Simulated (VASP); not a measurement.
An input for Quantum ESPRESSO's pw.x (written as the equivalent of a VASP run, and not itself run):

```
&CONTROL
  calculation = 'vc-relax'
  pseudo_dir = './pseudo'
  outdir = './out'
  tprnfor = .true.
  tstress = .true.
  nstep = 60
  forc_conv_thr = 0.00078
/
&SYSTEM
  ibrav = 0
  nat = 6
  ntyp = 2
  ecutwfc = 94
  occupations = 'smearing'
  smearing = 'methfessel-paxton'
  degauss = 0.00735
  input_dft = 'vdw-df2'
  nspin = 2
  starting_magnetization(1) = 0.21
  starting_magnetization(2) = -0.01
/
&ELECTRONS
  conv_thr = 7.3e-08
  electron_maxstep = 100
/
&IONS
/
&CELL
/
ATOMIC_SPECIES
  Cr 51.996 Cr.upf
  O 15.999 O.upf
CELL_PARAMETERS angstrom
     4.5067658    0.0000000    0.0000000
     0.0000000    4.5067658    0.0000000
     0.0000000    0.0000000    2.9749316
ATOMIC_POSITIONS crystal
  Cr   1.0000000  0.0000000  0.0000000
  Cr   0.5000000  0.5000000  0.5000000
  O    0.3030555  0.3030555  0.0000000
  O    0.8030555  0.1969445  0.5000000
  O    0.1969445  0.8030555  0.5000000
  O    0.6969445  0.6969445  0.0000000
K_POINTS automatic
  6 6 9 0 0 0
```

### Question
Write the VASP files for the same calculation (vdW-DF2).

### Answer
This is not unique; one that fits is 
KPOINTS:
```
Automatic mesh
0
Gamma
6 6 9
0 0 0
```

### INCAR
```
! general
SYSTEM   = CrO2
PREC     = Accurate
ENCUT    = 520
LREAL    = .FALSE.
LASPH    = .TRUE.

! electronic loop
EDIFF    = 1E-6
NELM     = 100
ALGO     = Normal
LMAXMIX  = 4

! smearing
ISMEAR   = 1
SIGMA    = 0.1

! functional
GGA      = ML
LUSE_VDW = .TRUE.
AGGAC    = 0.0
ZAB_VDW  = -1.8867

! spin
ISPIN    = 2
MAGMOM   = 2*2.1 4*-0.1

! ions
IBRION   = 2
NSW      = 60
ISIF     = 3
EDIFFG   = -0.02

! output
LWAVE    = .FALSE.
LCHARG   = .FALSE.
LORBIT   = 10
```

File POSCAR:
```
CrO2
1
    4.5067657995     0.0000000000     0.0000000000
    0.0000000000     4.5067657995     0.0000000000
    0.0000000000     0.0000000000     2.9749315641
Cr O
2 4
Direct
  1.0000000000   0.0000000000   0.0000000000
  0.5000000000   0.5000000000   0.5000000000
  0.3030555176   0.3030555176   0.0000000000
  0.8030555176   0.1969444824   0.5000000000
  0.1969444824   0.8030555176   0.5000000000
  0.6969444824   0.6969444824   0.0000000000
```

POTCAR, in this order: Cr_pv O (PBE.64 set). Program: vasp_std.

Limits of the translation: the potentials are each code's own (VASP's PAW set, PseudoDojo norm-conserving files in pw.x), so ENCUT and ecutwfc are chosen apart and not converted; conv_thr bounds pw.x's estimated SCF error, while EDIFF bounds the energy change between steps; starting_magnetization is a fraction of the valence charge and MAGMOM a moment in μB, so they match only roughly; forc_conv_thr acts on force components and is met together with etot_conv_thr.

The compound is CrO2 in the rutile structure. This run relaxes it. Symmetry was kept, so distortions that lower it aren't found. The start is the result of an earlier pass.
